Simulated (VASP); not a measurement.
## Bi: relaxation of cell and atoms with r2SCAN

Crystal: Bi.

```
Bi
1.0
     2.26844    1.30968    4.11375
    -2.26844    1.30968    4.11375
     0.00000   -2.61937    4.11375
Bi
2
Direct
  0.23174 0.23174 0.23174
  0.76826 0.76826 0.76826
```

```yaml
Program: VASP 6.6.1
Task: relaxation of cell and atoms
Functional: r2SCAN
Potentials_or_basis: VASP PAW PBE potentials, release 64 (Bi_d)
Cutoff: 600 eV
k_mesh: 10 × 10 × 10
Occupations: methfessel-paxton, width 0.1 eV
Spin: no spin polarisation
Further_INCAR_settings: ALGO = Normal; EDIFF = 1e-07; IBRION = 2; EDIFFG = -0.005; NSW = 90; ISIF = 3
```

- Energy gained by relaxing: 0.0 meV/atom
- Ionic steps: 2
- Pressure after relaxing: 0.0 GPa
- Band gap on the k mesh: none (metal or under the smearing width)

Final structure:
```yaml
crystal:
  lattice:
    - [2.26807, 1.30947, 4.11508]
    - [-2.26807, 1.30947, 4.11508]
    - [0.00000, -2.61895, 4.11508]
  atoms:
    - { symbol: Bi, position: [0.23176, 0.23176, 0.23176] }
    - { symbol: Bi, position: [0.76824, 0.76824, 0.76824] }
```

Levels at points of the mesh, in eV from the Fermi level:
| k point | band 13 | band 14 | band 15 | band 16 | band 17 | band 18 |
| --- | --- | --- | --- | --- | --- | --- |
| (0.00, 0.00, 0.00) | -1.77 | -1.26 | -1.26 | 2.31 | 2.89 | 2.89 |
| (0.50, 0.00, 0.00) | -1.79 | -1.48 | -0.40 | -0.12 | 0.62 | 1.29 |
| (0.50, 0.50, 0.00) | -4.69 | -3.15 | -2.92 | 2.50 | 4.84 | 5.67 |
| (0.50, 0.50, 0.50) | -0.80 | -0.72 | -0.72 | 0.93 | 0.93 | 0.95 |

Run time: 16 min on 1 thread of Intel(R) Xeon(R) Platinum 8488C (Sapphire Rapids), on a shared host, peak memory 0.37 GiB.

Caveat: the PAW data sets were made with another functional, which shifts forces and pressure a little; spin-orbit coupling is left out, which moves the levels of the heavy elements.
